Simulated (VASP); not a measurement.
A 63-atom supercell of ZnS (zinc blende) holds S vacancy in charge state +2. It is relaxed twice, with the total moment held at 0 and at 2 μB. Method: PBE GGA, VASP's PBE PAW potentials (set 64) (plane waves; VASP). Settings: PREC = Normal, LREAL = Auto, ISYM = 0, NELECT = 568.0, EDIFF = 1E-5, 400 eV cut-off, 1×1×1 Γ-centred mesh, Gaussian smearing of 0.050 eV, potentials Zn S.

The cell is charged, with a uniform compensating background. The supercell is sampled at Γ alone, which is coarse: total energies, pressure and levels can be off, energies of defects by several tenths of an eV.

### Question
Which spin state lies lower, and by how much?

### Answer
The state with 0 μB lies lower, by 1.76 eV.

The cell is a supercell with a defect, built from ZnS (zinc blende).
